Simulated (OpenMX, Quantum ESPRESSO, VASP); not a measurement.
## One calculation of Zn, 3 ways

```xyz
7
Lattice="2.6648 0.0000 0.0000 -1.3324 2.3078 0.0000 0.0000 0.0000 29.8401" Properties=species:S:1:pos:R:3 pbc="T T T"
Zn    1.3324    0.7693    7.5000
Zn    0.0000    1.5385    9.9733
Zn    1.3324    0.7693   12.4467
Zn    0.0000    1.5385   14.9200
Zn    1.3324    0.7693   17.3934
Zn    0.0000    1.5385   19.8667
Zn    1.3324    0.7693   22.3401
```

Alike in all runs: functional PBE; k mesh 11 × 11 × 1; occupations fermi-dirac, width 0.05 eV; no spin polarisation; no spin-orbit coupling.

| program and potentials | plane-wave cutoff (eV) | notes | largest force (eV/Å) |
| --- | --- | --- | --- |
| VASP, PBE PAW files Zn, 520 eV | 520 | 12 valence electrons an atom on average | 0.153 |
| Quantum ESPRESSO, Ansatz NC SR PBE | 1143 | 20 valence electrons an atom on average | ? |
| OpenMX, OpenMX 2013 PBE set, Zn6.0H-s3p2d2, grid cutoff 500 Ry | - | atomic basis; 20 valence electrons an atom on average | 0.153 |

Task: Estimate from the other rows what the run with Quantum ESPRESSO, Ansatz NC SR PBE gave.

Result: Largest force 0.149 eV/Å. The other rows, which needn't bracket it: largest force 0.153.
